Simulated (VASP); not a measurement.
Data:

```
CELL_PARAMETERS angstrom
      0.00000     5.17842     5.17842
      5.17842     0.00000     5.17842
      5.17842     5.17842     0.00000
ATOMIC_POSITIONS crystal
  Sn 0.62500 0.12500 0.12500
  Sn 0.12500 0.12500 0.62500
  Sn 0.12500 0.62500 0.12500
  Sn 0.12500 0.12500 0.12500
  S  0.37000 0.87667 0.87667
  S  0.37333 0.37333 0.88000
  S  0.87667 0.37000 0.87667
  S  0.37333 0.37333 0.37333
  S  0.87667 0.87667 0.87667
  S  0.37333 0.88000 0.37333
  S  0.87667 0.87667 0.37000
  S  0.88000 0.37333 0.37333
```

These are PBEsol GGA, VASP's PBE PAW potentials (set 64) (plane waves; VASP) values and carry that method's errors. Settings: 400 eV cut-off, Gaussian smearing of 0.050 eV, potentials Sn_d S.

Unless said otherwise, spin-orbit coupling is left out, though it shifts the bands of the heavy elements here.

### Question
Give the energies of bands 42 to 55 at the high-symmetry points, in eV from the valence-band maximum.

### Answer

```json
[
 {"band": "42", "Γ": "-0.35", "X": "-1.78", "U": "-1.81", "L": "-2.03", "W": "-1.90"},
 {"band": "43", "Γ": "-0.35", "X": "-1.71", "U": "-1.73", "L": "-1.61", "W": "-1.71"},
 {"band": "44", "Γ": "-0.35", "X": "-1.71", "U": "-1.72", "L": "-1.61", "W": "-1.71"},
 {"band": "45", "Γ": "-0.34", "X": "-1.66", "U": "-1.43", "L": "-1.04", "W": "-1.28"},
 {"band": "46", "Γ": "-0.34", "X": "-1.66", "U": "-1.09", "L": "-0.70", "W": "-1.28"},
 {"band": "47", "Γ": "-0.27", "X": "-1.08", "U": "-1.04", "L": "-0.70", "W": "-1.01"},
 {"band": "48", "Γ": "-0.27", "X": "-1.08", "U": "-0.85", "L": "-0.69", "W": "-1.01"},
 {"band": "49", "Γ": "-0.27", "X": "-0.34", "U": "-0.56", "L": "-0.20", "W": "-0.41"},
 {"band": "50", "Γ": "-0.10", "X": "-0.34", "U": "-0.48", "L": "-0.20", "W": "-0.41"},
 {"band": "51", "Γ": "-0.10", "X": "-0.12", "U": "-0.47", "L": "-0.16", "W": "-0.38"},
 {"band": "52", "Γ": "-0.10", "X": "-0.12", "U": "-0.02", "L": "-0.16", "W": "-0.38"},
 {"band": "53", "Γ": "1.07", "X": "2.52", "U": "2.43", "L": "2.07", "W": "2.66"},
 {"band": "54", "Γ": "1.07", "X": "2.52", "U": "2.68", "L": "2.07", "W": "2.66"},
 {"band": "55", "Γ": "1.07", "X": "2.76", "U": "2.69", "L": "2.44", "W": "2.77"}
]
```

The gap is indirect, 1.07 eV, from the valence maximum at K-Γ at 0.14 to the conduction minimum at Γ.

The structure comes from a computed database's SnS2 entry (Fd-3m); how it stands against other phases isn't given here. It was relaxed first.
